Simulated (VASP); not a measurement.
These are vdW-DF2, VASP's PBE PAW potentials (set 64) (plane waves; VASP) values and carry that method's errors.

Input for VASP

POSCAR:
```
SnSe2
1
    2.0210556672    -3.5005713517    -0.0000000000
    2.0210556672     3.5005713517     0.0000000000
    0.0000000000     0.0000000000     6.3825097704
Sn Se
1 2
Direct
  0.0000000000   1.0000000000   1.0000000000
  0.3333330000   0.6666670000   0.2550163409
  0.6666670000   0.3333330000   0.7449836591
```

### KPOINTS
```
Automatic mesh
0
Gamma
6 6 3
0 0 0
```

### INCAR
```
! general
SYSTEM   = SnSe2
PREC     = Accurate
ENCUT    = 520   ! plane-wave cut-off (eV)
LREAL    = F
LASPH    = T

! electronic loop
EDIFF    = 1E-6
NELM     = 100   ! most electronic steps
ALGO     = Normal   ! blocked Davidson
LMAXMIX  = 4

! smearing
ISMEAR   = 0   ! Gaussian
SIGMA    = 0.05

! functional
GGA      = ML
LUSE_VDW = T
AGGAC    = 0.0
ZAB_VDW  = -1.8867

! ions
IBRION   = 2   ! conjugate gradients
NSW      = 60
ISIF     = 3
EDIFFG   = -0.02

! output
LWAVE    = F
LCHARG   = F
```

POTCAR, in this order: Sn_d Se (PBE.64 set). Program: vasp_std.

Q: Predict the energy per atom (σ→0).

A: 
```json
{
  "energy per atom (σ→0)": "-1.472 eV/atom"
}
```

### OSZICAR
```
...
DAV:   7    -0.440836628825E+01   -0.86083E-02   -0.16471E-01   651   0.224E+00    0.987E-01
DAV:   8    -0.441314515905E+01   -0.47789E-02   -0.11964E-02   696   0.109E+00    0.304E-01
DAV:   9    -0.441453041036E+01   -0.13853E-02   -0.37714E-03   652   0.525E-01    0.728E-02
DAV:  10    -0.441456486927E+01   -0.34459E-04   -0.23544E-04   733   0.151E-01    0.286E-02
DAV:  11    -0.441459014797E+01   -0.25279E-04   -0.52899E-05   628   0.735E-02    0.157E-02
DAV:  12    -0.441458877869E+01    0.13693E-05   -0.15854E-06   648   0.104E-02    0.736E-03
DAV:  13    -0.441458801857E+01    0.76012E-06   -0.12599E-06   328   0.124E-02
   1 F= -.44145880E+01 E0= -.44145453E+01  d E =-.441459E+01
```

The compound is SnSe2 in the 1T layered structure. It was relaxed first, which changed the volume by +17 %. The start is the result of an earlier pass.
